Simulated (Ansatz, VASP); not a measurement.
# Cross-check of InP between VASP and Ansatz

Wanted: the spread between two codes on one cell, functional and k mesh. The cell is taken from a series of runs on this material, whose earlier steps may have relaxed, scaled, displaced or heated it; both programs get it as it stands.

Main program and level: Ansatz 0.2.0; plane waves, with VASP 6.6.1 beside it; relaxation of cell and atoms at r2SCAN with rVV10.

## 1. Starting point

It takes space group F-43m (No. 216, cubic). Conventional cell: a = 5.869 Å, b = 5.869 Å, c = 5.869 Å, α = 90.00°, β = 90.00°, γ = 90.00°. Nearest to In lie 4 P at 2.54 Å. Nearest to P lie 4 In at 2.54 Å. Farther neighbours are not listed.

As a file:

```
In P
1.0
     0.00000    2.93435    2.93435
     2.93435    0.00000    2.93435
     2.93435    2.93435    0.00000
In P
1 1
Direct
  0.00000 0.00000 0.00000
  0.25000 0.25000 0.25000
```

## 2. VASP: relaxation of cell and atoms, r2SCAN with rVV10

The relaxed volume is the usual yardstick between codes: in a stiff, nearly cubic crystal its relative difference is about their pressure difference at one cell divided by the bulk modulus.

Lines of VASP's logs that name or quote its potential files are left out, and so is its time.

INCAR reads:

```
SYSTEM = InP
PREC = Accurate
ENCUT = 550
EDIFF = 1E-07
NELM = 120
ISMEAR = 0
SIGMA = 0.02
LREAL = .FALSE.
ALGO = Normal
METAGGA = R2SCAN
LUSE_VDW = .TRUE.
IVDW_NL = 2
BPARAM = 11.95
CPARAM = 0.0093
LASPH = .TRUE.
NBANDS = 15
LORBIT = 11
LWAVE = .FALSE.
LCHARG = .FALSE.
ISIF = 3
IBRION = 2
NSW = 80
EDIFFG = -0.005
GGA_COMPAT = .FALSE.
NELMIN = 4
EFERMI = MIDGAP
LMIXTAU = .TRUE.
```

POSCAR reads:

```
InP
1.0
    0.0000000000      2.9343500000      2.9343500000
    2.9343500000      0.0000000000      2.9343500000
    2.9343500000      2.9343500000      0.0000000000
In P
1 1
Direct
    0.0000000000      0.0000000000      0.0000000000
    0.2500000000      0.2500000000      0.2500000000
```

KPOINTS reads:

```
Automatic mesh
0
Gamma
10 10 10
0 0 0
```

PAW data sets: In_d and P (PBE family, release 64).

On the command line:

```console
$ mpirun -np 1 vasp_std
```

Numbers of over 12 decimals in the logs are rounded to 6 here.

The program printed:

```text
[banner, memory and clock lines left out]
running    1 mpi-ranks, on    1 nodes
 distrk:  each k-point on    1 cores,    1 groups
 distr:  one band on    1 cores,    1 groups

 POSCAR found type information on POSCAR InP
 POSCAR found :  2 types and       2 ions
|                                                                             |
|               ----> ADVICE to this user running VASP <----                  |
|                                                                             |
|     You have switched on vdW-DFT.                                           |
|     This routine was written and supplied by Jiri Klimes. We recommend      |
|     that you carefully read and cite the following publications:            |
|       J. Klimes, D.R. Bowler, A. Michelides                                 |
|          J. Phys.: Cond Matt. 22 022201 (2010)                              |
|       J. Klimes, D.R. Bowler, A. Michelides                                 |
|          Phys. Rev. B. 83, 195131 (2011)                                    |
|     and references therein.                                                 |
|                                                                             |

|                                                                             |
|               ----> ADVICE to this user running VASP <----                  |
|                                                                             |
|     You enforced a specific xc type in the INCAR file but a different       |
|     [... a line on the potential file left out ...]
|     I HOPE YOU KNOW WHAT YOU ARE DOING!                                     |
|                                                                             |

 LDA part: xc-table for (None), standard interpolation
 POSCAR, INCAR and KPOINTS ok, starting setup
 FFT: planning ... GRIDC
 FFT: planning ... GRID_SOFT
 FFT: planning ... GRID
 WAVECAR not read
 entering main loop
       N       E                     dE             d eps       ncg     rms          rms(c)
Total rVV10 correction in eV:      0.4575813    20.0131699
DAV:   1     0.904076119106E+02    0.90408E+02   -0.89885E+03  1417   0.140E+03
DAV:   2    -0.274606724486E+02   -0.11787E+03   -0.11271E+03  1543   0.319E+02
DAV:   3    -0.351995687043E+02   -0.77389E+01   -0.76887E+01  1809   0.829E+01
DAV:   4    -0.354115019874E+02   -0.21193E+00   -0.21186E+00  1861   0.143E+01
DAV:   5    -0.354209134981E+02   -0.94115E-02   -0.94113E-02  2146   0.253E+00    0.756E+00
Total rVV10 correction in eV:      0.4649628    20.0131705
DAV:   6    -0.318038246185E+02    0.36171E+01   -0.21071E+00  1788   0.341E+01    0.401E+00
Total rVV10 correction in eV:      0.4745786    20.0131705
DAV:   7    -0.318262602910E+02   -0.22436E-01   -0.64064E-01  1585   0.111E+01    0.241E+00
Total rVV10 correction in eV:      0.4787361    20.0131705
DAV:   8    -0.317441697290E+02    0.82091E-01   -0.32025E-01  1445   0.703E+00    0.134E+00
Total rVV10 correction in eV:      0.4806141    20.0131705
DAV:   9    -0.317681728195E+02   -0.24003E-01   -0.28928E-01  1410   0.545E+00    0.544E-01
Total rVV10 correction in eV:      0.4818344    20.0131705
DAV:  10    -0.317146799090E+02    0.53493E-01   -0.48254E-02  1410   0.225E+00    0.197E-01
Total rVV10 correction in eV:      0.4817271    20.0131705
DAV:  11    -0.318111838705E+02   -0.96504E-01   -0.57934E-02  1424   0.222E+00    0.150E-01
Total rVV10 correction in eV:      0.4820195    20.0131705
DAV:  12    -0.318098016186E+02    0.13823E-02   -0.20564E-03  1979   0.502E-01    0.816E-02
Total rVV10 correction in eV:      0.4820102    20.0131705
DAV:  13    -0.318119448984E+02   -0.21433E-02   -0.14525E-03  1501   0.391E-01    0.651E-02
Total rVV10 correction in eV:      0.4821895    20.0131705
DAV:  14    -0.318117564410E+02    0.18846E-03   -0.10309E-04  1809   0.124E-01    0.398E-02
Total rVV10 correction in eV:      0.4823695    20.0131705
DAV:  15    -0.318119308674E+02   -0.17443E-03   -0.13237E-04  1480   0.135E-01    0.137E-02
Total rVV10 correction in eV:      0.4822804    20.0131705
DAV:  16    -0.318119405292E+02   -0.96617E-05   -0.20316E-05  1592   0.469E-02    0.721E-03
Total rVV10 correction in eV:      0.4822934    20.0131705
DAV:  17    -0.318119429678E+02   -0.24386E-05   -0.28411E-06  1802   0.155E-02    0.123E-02
Total rVV10 correction in eV:      0.4822924    20.0131705
DAV:  18    -0.318119516418E+02   -0.86740E-05   -0.44677E-06  1480   0.301E-02    0.804E-03
Total rVV10 correction in eV:      0.4823006    20.0131705
DAV:  19    -0.318119518017E+02   -0.15987E-06   -0.28143E-07  1816   0.433E-03    0.568E-03
Total rVV10 correction in eV:      0.4823013    20.0131705
DAV:  20    -0.318119518172E+02   -0.15484E-07   -0.18063E-08   999   0.166E-03
Total rVV10 correction in eV:      0.4823043    20.0131705
Total rVV10 correction in eV:      0.4823071    20.0131705
   1 F= -.31811952E+02 E0= -.31811952E+02  d E =-.318120E+02
 curvature:   0.00 expect dE= 0.000E+00 dE for cont linesearch  0.000E+00
 trial: gam= 0.00000 g(F)=  0.109E-48 g(S)=  0.262E-02 ort = 0.000E+00 (trialstep = 0.100E+01)
 search vector abs. value=  0.262E-02
 bond charge predicted
       N       E                     dE             d eps       ncg     rms          rms(c)
Total rVV10 correction in eV:      0.4820724    20.0131705
DAV:   1    -0.318410087794E+02   -0.29057E-01   -0.71087E-01  1760   0.176E+01    0.126E+00
Total rVV10 correction in eV:      0.4837404    20.0131707
DAV:   2    -0.318157983702E+02    0.25210E-01   -0.49209E-02  1760   0.522E+00    0.399E-01
Total rVV10 correction in eV:      0.4847546    20.0131707
DAV:   3    -0.318120482200E+02    0.37502E-02   -0.90795E-03  1788   0.224E+00    0.198E-01
Total rVV10 correction in eV:      0.4849964    20.0131707
DAV:   4    -0.318122343604E+02   -0.18614E-03   -0.21761E-03  1438   0.488E-01    0.216E-01
Total rVV10 correction in eV:      0.4851368    20.0131707
DAV:   5    -0.318123674105E+02   -0.13305E-03   -0.36220E-04  1634   0.186E-01    0.744E-02
Total rVV10 correction in eV:      0.4851371    20.0131707
DAV:   6    -0.318121173739E+02    0.25004E-03   -0.41953E-04  1431   0.274E-01    0.742E-02
Total rVV10 correction in eV:      0.4851654    20.0131707
DAV:   7    -0.318123527802E+02   -0.23541E-03   -0.37449E-04  1424   0.226E-01    0.445E-02
Total rVV10 correction in eV:      0.4852179    20.0131707
DAV:   8    -0.318123564813E+02   -0.37011E-05   -0.90948E-05  1417   0.113E-01    0.877E-03
Total rVV10 correction in eV:      0.4852482    20.0131707
DAV:   9    -0.318123791925E+02   -0.22711E-04   -0.24335E-05  1595   0.529E-02    0.897E-03
Total rVV10 correction in eV:      0.4852473    20.0131707
DAV:  10    -0.318123814077E+02   -0.22152E-05   -0.52333E-06  1452   0.252E-02    0.762E-03
Total rVV10 correction in eV:      0.4852464    20.0131707
DAV:  11    -0.318123810903E+02    0.31736E-06   -0.62470E-07  1732   0.752E-03    0.687E-03
Total rVV10 correction in eV:      0.4852469    20.0131707
DAV:  12    -0.318123812681E+02   -0.17779E-06   -0.32953E-08  1146   0.198E-03    0.500E-03
Total rVV10 correction in eV:      0.4852467    20.0131707
DAV:  13    -0.318123813761E+02   -0.10801E-06   -0.40921E-08   915   0.248E-03    0.189E-03
Total rVV10 correction in eV:      0.4852463    20.0131707
DAV:  14    -0.318123818024E+02   -0.42628E-06   -0.50475E-08   859   0.360E-03    0.655E-04
Total rVV10 correction in eV:      0.4852464    20.0131707
DAV:  15    -0.318123817578E+02    0.44599E-07   -0.41023E-09   768   0.111E-03
Total rVV10 correction in eV:      0.4852466    20.0131707
Total rVV10 correction in eV:      0.4852464    20.0131707
   2 F= -.31812382E+02 E0= -.31812382E+02  d E =-.429941E-03
 trial-energy change:   -0.000430  1 .order   -0.000474   -0.002623    0.001675
 step:   0.5955(harm=  0.6103)  dis= 0.00000  next Energy=   -31.812723 (dE=-0.772E-03)
 bond charge predicted
       N       E                     dE             d eps       ncg     rms          rms(c)
Total rVV10 correction in eV:      0.4853425    20.0131707
DAV:   1    -0.318174299260E+02   -0.50481E-02   -0.11420E-01  1774   0.689E+00    0.522E-01
Total rVV10 correction in eV:      0.4846564    20.0131707
DAV:   2    -0.318132392411E+02    0.41907E-02   -0.82418E-03  1760   0.221E+00    0.159E-01
Total rVV10 correction in eV:      0.4842567    20.0131707
DAV:   3    -0.318126567739E+02    0.58247E-03   -0.13909E-03  1781   0.886E-01    0.853E-02
Total rVV10 correction in eV:      0.4841402    20.0131707
DAV:   4    -0.318126622233E+02   -0.54494E-05   -0.43390E-04  1431   0.226E-01    0.814E-02
Total rVV10 correction in eV:      0.4840832    20.0131707
DAV:   5    -0.318127233997E+02   -0.61176E-04   -0.84286E-05  1501   0.970E-02    0.220E-02
Total rVV10 correction in eV:      0.4841002    20.0131707
DAV:   6    -0.318126612690E+02    0.62131E-04   -0.94015E-05  1439   0.118E-01    0.275E-02
Total rVV10 correction in eV:      0.4840925    20.0131707
DAV:   7    -0.318127208714E+02   -0.59602E-04   -0.58580E-05  1424   0.871E-02    0.199E-02
Total rVV10 correction in eV:      0.4840728    20.0131707
DAV:   8    -0.318127163691E+02    0.45022E-05   -0.85068E-06  1459   0.341E-02    0.426E-03
Total rVV10 correction in eV:      0.4840602    20.0131707
DAV:   9    -0.318127225020E+02   -0.61329E-05   -0.45628E-06  1609   0.221E-02    0.419E-03
Total rVV10 correction in eV:      0.4840598    20.0131707
DAV:  10    -0.318127223781E+02    0.12388E-06   -0.10800E-06  1522   0.118E-02    0.340E-03
Total rVV10 correction in eV:      0.4840603    20.0131707
DAV:  11    -0.318127225908E+02   -0.21263E-06   -0.76606E-08  1300   0.271E-03    0.266E-03
Total rVV10 correction in eV:      0.4840599    20.0131707
DAV:  12    -0.318127225331E+02    0.57623E-07   -0.12850E-08   803   0.121E-03
Total rVV10 correction in eV:      0.4840602    20.0131707
Total rVV10 correction in eV:      0.4840595    20.0131707
   3 F= -.31812723E+02 E0= -.31812723E+02  d E =-.770716E-03
 curvature:  -0.30 expect dE=-0.113E-06 dE for cont linesearch -0.113E-06
 trial: gam=-0.01176 g(F)=  0.119E-47 g(S)=  0.372E-06 ort = 0.312E-04 (trialstep = 0.919E+00)
 search vector abs. value=  0.153E-09
 reached required accuracy - stopping structural energy minimisation
```

From OUTCAR (step 2):

```text
ion  position               nearest neighbor table
   1  0.000  0.000  0.000-   2 2.54   2 2.54   2 2.54   2 2.54
   2  0.250  0.250  0.250-   1 2.54   1 2.54   1 2.54   1 2.54

  LATTYP: Found a face centered cubic cell.
 ALAT       =     5.8687000000

 Subroutine GETGRP returns: Found 24 space group operations
 (whereof 24 operations were pure point group operations)

The static configuration has the point symmetry T_d .

 Found     47 irreducible k-points:

   k-points           NKPTS =     47   k-points in BZ     NKDIM =     47   number of bands    NBANDS=     15

   dimension x,y,z NGX =    32 NGY =   32 NGZ =   32
   dimension x,y,z NGXF=    64 NGYF=   64 NGZF=   64

   ENCUT  =  550.0 eV  40.42 Ry    6.36 a.u.   7.94  7.94  7.94*2*pi/ulx,y,z

   NELECT =      18.0000    total number of electrons

 k-points in reciprocal lattice and weights: Automatic mesh
   0.00000000  0.00000000  0.00000000       0.001
   0.10000000  0.00000000  0.00000000       0.008
   0.20000000  0.00000000  0.00000000       0.008
   0.30000000  0.00000000  0.00000000       0.008
   0.40000000  0.00000000  0.00000000       0.008
   0.50000000  0.00000000  0.00000000       0.004
   0.10000000  0.10000000  0.00000000       0.006
   0.20000000  0.10000000  0.00000000       0.024
   0.30000000  0.10000000  0.00000000       0.024
[...]
-0.30000000  0.40000000  0.20000000       0.024
  -0.30000000  0.50000000  0.20000000       0.012

 average (electrostatic) potential at core
       1-101.3371       2 -85.8946

 E-fermi :   5.4022

 k-point     1 :       0.0000    0.0000    0.0000
  band No.  band energies     occupation
    ...
      5      -9.5727      2.00000
      6      -7.0572      2.00000
      7       4.8674      2.00000
      8       4.8674      2.00000
      9       4.8674      2.00000
     10       5.9370      0.00000
     11       9.2922      0.00000
     12       9.2922      0.00000
     13       9.2922      0.00000
     14      13.8347      0.00000
    ...

 k-point     2 :       0.1000    0.0000    0.0000
  band No.  band energies     occupation
    ...
      5      -9.5727      2.00000
      6      -6.9377      2.00000
      7       3.7535      2.00000
      8       4.7420      2.00000
      9       4.7420      2.00000
     10       6.6772      0.00000
     11       9.3503      0.00000
     12       9.4845      0.00000
     13       9.4845      0.00000
     14      14.2493      0.00000
    ...

 k-point     3 :       0.2000    0.0000    0.0000
  band No.  band energies     occupation
    ...
      5      -9.5716      2.00000
      6      -6.5955      2.00000
      7       2.1684      2.00000
      8       4.4554      2.00000
      9       4.4554      2.00000
     10       7.0267      0.00000
     11       9.8676      0.00000
     12       9.8676      0.00000
     13       9.9922      0.00000
     14      13.8175      0.00000
    ...

  Total        0.0022665      0.0022665      0.0022665     -0.0000000      0.0000000     -0.0000000
  in kB        0.0712759      0.0712759      0.0712759     -0.0000000      0.0000000     -0.0000000
  external PRESSURE =       0.0712759 kB  Pullay stress =       0.0000000 kB

  energy-cutoff  :      550.00
  volume of cell :       50.95
      direct lattice vectors                 reciprocal lattice vectors
    -0.000000000  2.942374258  2.942374258    -0.169930796  0.169930796  0.169930796
     2.942374258 -0.000000000  2.942374258     0.169930796 -0.169930796  0.169930796
     2.942374258  2.942374258  0.000000000     0.169930796  0.169930796 -0.169930796

 POSITION                                       TOTAL-FORCE (eV/Angst)
 -----------------------------------------------------------------------------------
      0.00000      0.00000      0.00000         0.000000      0.000000      0.000000
      1.47119      1.47119      1.47119        -0.000000     -0.000000     -0.000000
 -----------------------------------------------------------------------------------
    total drift:                               -0.000000     -0.000000     -0.000000

  FREE ENERGIE OF THE ION-ELECTRON SYSTEM (eV)
  ---------------------------------------------------
  free  energy   TOTEN  =       -31.8127225331 eV

  energy  without entropy=      -31.8127225331  energy(sigma->0) =      -31.81272253

 reached required accuracy - stopping structural energy minimisation

 total charge
# of ion       s       p       d       tot
------------------------------------------
    1        0.816   0.791   9.901  11.508
    2        1.017   1.506   0.000   2.524
--------------------------------------------------
tot          1.833   2.298   9.901  14.032

[... 3 further parts left out ...]
```

CONTCAR:

```
InP
   1.00000000000000
    -0.0000000000000000    2.9423742584931061    2.9423742584931061
     2.9423742584931061   -0.0000000000000000    2.9423742584931061
     2.9423742584931061    2.9423742584931061    0.0000000000000000
  In              P
     1     1
Direct
     0.0000000000000000    0.0000000000000000    0.0000000000000000
     0.2500000000000000    0.2500000000000000    0.2500000000000000
```

The run keeps the 24 symmetry operations of its start, so it cannot find a distortion of lower symmetry.

(Continued in part 2 of 2.)

[Lines on the potential files, build, host, timing and source positions are cut from VASP's logs without a mark.]

[Logs are printed without paths, hosts, clocks, repeated set-up lines and the standing remarks that a program may print on its own settings, such as how far it seeks lower states.]

[Hosts, paths, dates, database ids (printed as entryN), source tags and the programs' standing remarks are cut or masked in the printed files.]
